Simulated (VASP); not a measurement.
Cu (fcc) is relaxed at rising pressure, each step from the one before. Symmetry mostly holds the structure type, and other phases were not tried. The mesh follows the cell, and a change of mesh leaves a small step in the series.

Given:

```xyz
1
Lattice="0.0000 1.8161 1.8161 1.8161 0.0000 1.8161 1.8161 1.8161 0.0000" Properties=species:S:1:pos:R:3 pbc="T T T"
Cu     0.0000     0.0000     0.0000
```

Calculation: PBE GGA, VASP's PBE PAW potentials (set 64) (plane waves; VASP). Settings: 500 eV cut-off, 17×17×17 Γ-centred mesh, first-order Methfessel-Paxton smearing of 0.10 eV, potentials Cu.

| P (GPa) | V (Å³/atom) | H − H(0) (eV/atom) | space group | gap on the mesh (eV) | k-mesh |
|---|---|---|---|---|---|
| 0 | 11.98 | 0.000 | Fm-3m | 0.00 | 17×17×17 |
| 5 | 11.59 | 0.368 | Fm-3m | 0.00 | 17×17×17 |
| 10 | 11.26 | 0.725 | Fm-3m | 0.00 | 17×17×17 |
| 20 | 10.75 | 1.412 | Fm-3m | 0.00 | 18×18×18 |
| 30 | 10.34 | 2.070 | Fm-3m | 0.00 | 18×18×18 |
| 45 | 9.84 | 3.014 | Fm-3m | 0.00 | 18×18×18 |

Pressures at which the relaxation failed are left out.

The compound is Cu in the fcc structure.
